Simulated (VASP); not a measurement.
Shape and ions are relaxed at each volume.

Input:

Space group P6₃/mmc (No. 194); a = b = 3.5549 Å, c = 5.5337 Å, α = β = 90.00°, γ = 120.00°

| atom | site | symmetry | x | y | z |
|---|---|---|---|---|---|
| Er | 2c | -6m2 | 0.3333 | 0.6667 | 0.2500 |

All values below come from PBE GGA with D4 dispersion, VASP's PBE PAW potentials (set 64) (plane waves; VASP). Settings: 520 eV cut-off, 12×12×7 Γ-centred mesh, first-order Methfessel-Paxton smearing of 0.10 eV, potentials Er_3.

The 4f electrons are frozen in the core of the lanthanide potential, so 4f levels, which can set the real gap, and their magnetism are missing.

### Question
Give the energy at these volumes per atom, relative to the lowest: 28.30, 29.21, 30.11, 31.01, 31.92 Å³.

### Answer
19.0, 5.4, 0.0, 2.3, 11.5 meV/atom. A third-order Birch-Murnaghan fit gives B0 = 44.4 GPa and B0′ = 2.1.

Measured: bulk modulus 44.4 GPa (computed value off by +0.0 %), as given by Wikipedia, Erbium (infobox). The calculation is for a static lattice, while the measured bulk modulus holds thermal and zero-point effects, which are part of the difference.

The compound is Er in the hcp structure. It was relaxed first.
